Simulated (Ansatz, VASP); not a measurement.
**H3SeF in two plane-wave programs**

One calculation is typed for both programs; each brings its own data sets. How far apart do they land? The cell is invented: As first built, before any earlier steps moved the atoms (in the runner's words): F for Cl, Se for O in the H3ClO structure of space group R3m. It may not be a known or stable phase. The two relaxations start from unlike cells of this crystal (the structure described is Ansatz's start), so only their ends are compared.

Calculated with Ansatz 0.2.0; plane waves, with VASP 6.6.1 beside it; relaxation of cell and atoms at r2SCAN.

## (1) The starting structure

It takes space group R3m (No. 160, trigonal). The conventional cell has a = 4.942 Å, b = 4.942 Å, c = 10.799 Å, α = 90.00°, β = 90.00°, γ = 120.00°. H has 1 Se at 1.06 Å nearest. Nearest to F lie 3 H at 1.98 Å. Nearest to Se lie 3 H at 1.06 Å. It derives from H3ClO. As first built, before any earlier steps moved the atoms (in the runner's words): F for Cl, Se for O in the H3ClO structure of space group R3m. Farther neighbours and most contacts between anions are not listed.

Coordinates:

```cif
data_structure
_symmetry_space_group_name_H-M 'R3m:H'
_symmetry_Int_Tables_number 160
_cell_length_a 4.9417
_cell_length_b 4.9417
_cell_length_c 10.7988
_cell_angle_alpha 90.000
_cell_angle_beta 90.000
_cell_angle_gamma 120.000
_cell_volume 228.38
loop_
_atom_site_label
_atom_site_type_symbol
_atom_site_symmetry_multiplicity
_atom_site_Wyckoff_symbol
_atom_site_fract_x
_atom_site_fract_y
_atom_site_fract_z
_atom_site_occupancy
H1 H 9 b 0.56773 0.78387 0.08063 1
F1 F 3 a 0.33333 0.66667 0.68198 1
Se1 Se 3 a 0.33333 0.66667 0.11345 1
```

## (2) Ansatz: relaxation of cell and atoms, r2SCAN

Ansatz runs on its default PAW (the set named soft_2) files.

The relaxed volume is the usual yardstick between codes: in a stiff, nearly cubic crystal its relative difference is about their pressure difference at one cell divided by the bulk modulus.

input.yaml

```yaml
crystal:
  lattice:
    - [2.4708487695, 1.4265452022, 3.5996154108]
    - [-2.4708487695, 1.4265452022, 3.5996154108]
    - [0.0, -2.8530904043, 3.5996154108]
  atoms:
    - { symbol: H, position: [0.64836696, 0.29676641, 0.29676641] }
    - { symbol: H, position: [0.29676641, 0.64836696, 0.29676641] }
    - { symbol: H, position: [0.29676641, 0.29676641, 0.64836696] }
    - { symbol: F, position: [0.01531504, 0.01531504, 0.01531504] }
    - { symbol: Se, position: [0.44678618, 0.44678618, 0.44678618] }
kpoints:
  mp_grid: { grid: [6, 6, 6] }
scf:
  occupations: { method: gaussian, width: 0.03 }
hamiltonian:
  xc: r2scan
output:
  forces: true
  stress: true
relax:
  f_tol: 0.02
  max_steps: 60
  cell: {}
```

On the command line:

```sh
$ ansatz run input.yaml --threads 2 --pin off --max-ram 4096MiB --backend cpu --events-out ev --progress --plain --runs-dir out
```

Numbers of over 12 decimals in the logs are rounded to 6 here.

The program printed:

```text
Engine: ansatz 0.2.0, aarch64-unknown-linux-gnu
Pseudopotentials: kind: paw
Pseudopotential: H, paw, valence charge 1, recommended cutoff 500 eV (meta_gga), H.paw.azcp
Pseudopotential: F, paw, valence charge 7, recommended cutoff 500 eV (meta_gga), F.paw.azcp
Pseudopotential: Se, paw, valence charge 16, recommended cutoff 500 eV (meta_gga), Se.paw.azcp
Functional definition: r2SCAN
  parameter k0 = 0.174
  parameter k1 = 0.065
  parameter a1 = 4.9479
  exchange = r2scan_x(k0 = k0, k1 = k1, a1 = a1)
  correlation = r2scan_c
Crystal: 5 atoms, lattice volume = 76.127 Å³
Basis set: ecut = 500 eV, 1915 PW (Γ), exchange–correlation on 144×144×144 points (64 copies of the dense FFT grid, shifted against one another)
Bands: 18, of which v1, the nominal top of the filled ones, is band 13 counted from 1 (12 counted from 0)
Symmetry: 6 space group operations
Space group: R3m (ITA 160), of the structure as read, at distance tolerance 4.2e-5 Å
k-points: 32 of 216 (time reversal used)
Non-local potential: H, projectors of the file, l = 0: 2, l = 1: 1
Non-local potential: F, projectors of the file, l = 0: 2, l = 1: 2, l = 2: 1
Non-local potential: Se, projectors of the file, l = 0: 2, l = 1: 2, l = 2: 3, l = 3: 1
PAW form: soft (Blöchl's): semilocal exchange-correlation on the pseudo side does not see the compensation charge
PAW frozen core: F, regenerated for the run's functional (the file was generated under x = pbe(κ = 0.804, μ = 0.219515), c = pbe(β = 0.066725))
PAW frozen core: Se, regenerated for the run's functional (the file was generated under x = pbe(κ = 0.804, μ = 0.219515), c = pbe(β = 0.066725))
PAW one-centre angular grid: H, 302 points (default); XC on 160 Gauss nodes
PAW one-centre angular grid: F, 302 points (default); XC on 160 Gauss nodes
PAW one-centre angular grid: Se, 590 points (default); XC on 160 Gauss nodes
Initial density: superposition of atomic densities (neutral atoms: chi_scale 0, normalization atom), corrected by the library's trained network
Initial wavefunctions: pseudopotential atomic-orbital guess
Functional: x = r2scan, c = r2scan; τ floored in thin density (d = 2e-4 eV/Å³)
SCF iter   1: F=—  HF=-6323.574150 eV  |F-HF|=—  |Δ(HF+E_count)|=         —  Δρ=8.06e-3  dr2=4.38e-2  dr2_τ=1.91e-1  ethr=1.77e-3  ⟨swp⟩=6.0  Hψ=3389  notcnv=0
preconditioner: auto → none  [insulator: Δε(μ)=5.953 eV  Ē_g=15.926 eV  σ=0.030 eV  W_gap=1.00  n_scr=14 (ndim 8)  ℏωp=17.0 eV  f_vac=0.356  D(μ)=0.00/eV (n_scr^D=0)  ε∞_Penn≈2.1]
SCF iter   2: F=—  HF=-6323.395488 eV  |F-HF|=—  |Δ(HF+E_count)|=   1.79e-1  Δρ=5.54e-3  dr2=9.57e-3  dr2_τ=1.52e-3  ethr=1.68e-4  ⟨swp⟩=3.0  Hψ=1344  notcnv=0  defer=32
SCF iter   3: F=—  HF=-6323.399602 eV  |F-HF|=—  |Δ(HF+E_count)|=   4.11e-3  Δρ=1.96e-3  dr2=2.12e-3  dr2_τ=1.76e-4  ethr=3.68e-5  ⟨swp⟩=2.0  Hψ=928  notcnv=0
automatic band count: iteration 3 solves 17 bands in place of 18: the levels show a gap, and the empty bands left out lie too high to hold charge; the band table lists the bands solved (type scf.n_extra_bands for more)
SCF iter   4: F=—  HF=-6323.401445 eV  |F-HF|=—  |Δ(HF+E_count)|=   1.84e-3  Δρ=5.14e-4  dr2=1.56e-4  dr2_τ=1.15e-5  ethr=8.17e-6  ⟨swp⟩=2.0  Hψ=899  notcnv=0
SCF iter   5: F=—  HF=-6323.401520 eV  |F-HF|=—  |Δ(HF+E_count)|=   7.47e-5  Δρ=2.20e-4  dr2=3.61e-5  dr2_τ=3.29e-6  ethr=5.99e-7  ⟨swp⟩=2.0  Hψ=1007  notcnv=0
SCF iter   6: F=—  HF=-6323.401515 eV  |F-HF|=—  |Δ(HF+E_count)|=   5.08e-6  Δρ=9.19e-5  dr2=6.06e-6  dr2_τ=2.02e-7  ethr=1.39e-7  ⟨swp⟩=2.9  Hψ=1103  notcnv=0
SCF iter   7: F=—  HF=-6323.401514 eV  |F-HF|=—  |Δ(HF+E_count)|=   6.78e-7  Δρ=2.95e-5  dr2=6.35e-7  dr2_τ=2.50e-8  ethr=2.33e-8  ⟨swp⟩=2.0  Hψ=636  notcnv=0
SCF iter   8: F=-6323.401514 eV  HF=-6323.401514 eV  |F-HF|=2.94e-10  |Δ(HF+E_count)|=   1.49e-7  Δρ=2.63e-6  dr2=2.79e-9  dr2_τ=1.52e-10  ethr=3.85e-10  ⟨swp⟩=5.0  Hψ=2111  notcnv=0
SCF 1 converged in 8 iterations: F = -6323.401514 eV  dr2 = 2.79e-9
  greatest PAW one-centre occupation: 1.000 electrons in one spin orbital (limit 2), on the Se atom at site 4 (counted from 0), in its partial waves of l = 2
relax step   1: F+E_penalty+E_count = -6323.40151422 eV  Δ(F+E_penalty+E_count) = +0.000e0 eV  max|allowed force component| = 2.605e1 eV/Å  Δτ_max = 0.0000 Å  P = +53.129 GPa  Ω = 76.127 Å³  (8 SCF iters, dr2 threshold 1.00e-7 eV, accepted)
[...]
relax step  14: F+E_penalty+E_count = -6335.47837223 eV  Δ(F+E_penalty+E_count) = +4.592e-3 eV  max|allowed force component| = 4.718e-3 eV/Å  Δτ_max = 0.0000 Å  P = -0.058 GPa  Ω = 62.900 Å³  stress off target by 7.04e-2 GPa  SCF on the basis re-selected at this cell (its energy is not comparable with the rows above)  (7 SCF iters)
[...]
relax step  15: F+E_penalty+E_count = -6335.47871832 eV  Δ(F+E_penalty+E_count) = -3.461e-4 eV  max|allowed force component| = 1.251e-3 eV/Å  Δτ_max = 0.0078 Å  P = -0.009 GPa  Ω = 62.314 Å³  energy of the carried Pulay correction = +1.877e-4 eV  (6 SCF iters, dr2 threshold 1.24e-8 eV, accepted)
[...]
relax step  16: F+E_penalty+E_count = -6335.47851877 eV  Δ(F+E_penalty+E_count) = +1.995e-4 eV  max|allowed force component| = 1.180e-3 eV/Å  Δτ_max = 0.0000 Å  P = -0.006 GPa  Ω = 62.314 Å³  stress off target by 7.13e-3 GPa  SCF on the basis re-selected at this cell (its energy is not comparable with the rows above)  (5 SCF iters)
basis re-selected at this cell: Δ(F+E_penalty+E_count) = +1.995e-4 eV, ΔP = +0.002 GPa vs the last step (what re-selecting the basis moved, of the pressure what is left beyond the Pulay correction that the steps carried, after the strain that the cell walked since its last selection, with what the two solves' SCF thresholds leave and, on support functions, any second-order correction that the steps lacked; it is no m [...]
SCF converged after 5 iterations
Free energy (F): -6335.478519 eV
Harris-Foulkes:  -6335.478519 eV  (|F-HF|=4.18e-11)
Internal energy: -6335.478519 eV  (E = F + TS)
E sigma→0 (E₀):  -6335.478519 eV
Fermi energy:    3.043520 eV
--- Per-component energies (eV) ---
  E_band       = -560.436398
  E_kinetic    = 363.301900
  E_local      = -3586.950821  (includes V_loc(G=0)·N_el)
  E_nonlocal   = -518.257040
  E_hartree    = 1643.854034
  E_xc         = -203.252337
  E_vxc        = -259.261722  (∫ρ·V_xc dr)
  E_paw        = -2128.793829  (= ΣΔE_a)
  E_vpaw       = 136.680900  (= ΣTr[D̂ρ^β])
  E_aug_tail   = -0.000192  (compensation charges beyond the density's cutoff)
  E_vtau       = 16.342639  (kinetic-family band-sum trace: ∫τ·v_τ [+ j·A + Jᵃ·Aᵃ] dr)
  E_ewald      = -1903.584071
  E_core_change = -1.796162  (= ΣΔE_core)
  E_smearing   = -0.000000  (= −TS)
  E_closure    = 0.000000  (closes the sum)
  Σ components = -6335.478519   (vs F -6335.478519, Δ=0.00e0)
--- Forces (eV/Å), atoms counted from 1 ---
  atom   1  H      0.00050365     0.00029078     0.00044845
  atom   2  H     -0.00050365     0.00029078     0.00044845
  atom   3  H     -0.00000000    -0.00058156     0.00044845
  atom   4  F      0.00000000    -0.00000000    -0.00016714
  atom   5  Se     0.00000000    -0.00000000    -0.00117986
  max |Σ_I F_I| component: 1.63e-6 eV/Å
--- Stress (GPa, compression-positive) ---
       -0.006029       0.000000      -0.000000
        0.000000      -0.006029      -0.000000
       -0.000000      -0.000000      -0.007126
  P = ⅓ Tr σ = -0.0064 GPa (-0.064 kbar)
--- Relaxed structure (14 steps of the walk, 14 accepted, 2 SCFs on fresh bases) ---
  F+E_penalty+E_count = -6335.47851877 eV   max|allowed force component| = 1.180e-3 eV/Å   (the final SCF, on the basis selected at the relaxed cell)
  cell:  # Å, volume = 62.3144 Å³
    - [2.349364, 1.356406, 3.259099]
    - [-2.349364, 1.356406, 3.259099]
    - [0, -2.712812, 3.259099]
  atoms:
    - { symbol: H, position: [0.730607, 0.240607, 0.240607] }
    - { symbol: H, position: [0.240607, 0.730607, 0.240607] }
    - { symbol: H, position: [0.240607, 0.240607, 0.730607] }
    - { symbol: F, position: [0.00720123, 0.00720123, 0.00720123] }
    - { symbol: Se, position: [0.484979, 0.484979, 0.484979] }
```

[end of part 1 of 2]

[Lines on the potential files, build, host, timing and source positions are cut from VASP's logs without a mark.]

[Logs are printed without paths, hosts, clocks, repeated set-up lines and the standing remarks that a program may print on its own settings, such as how far it seeks lower states.]

[Hosts, paths, dates, database ids (printed as entryN), source tags and the programs' standing remarks are cut or masked in the printed files.]
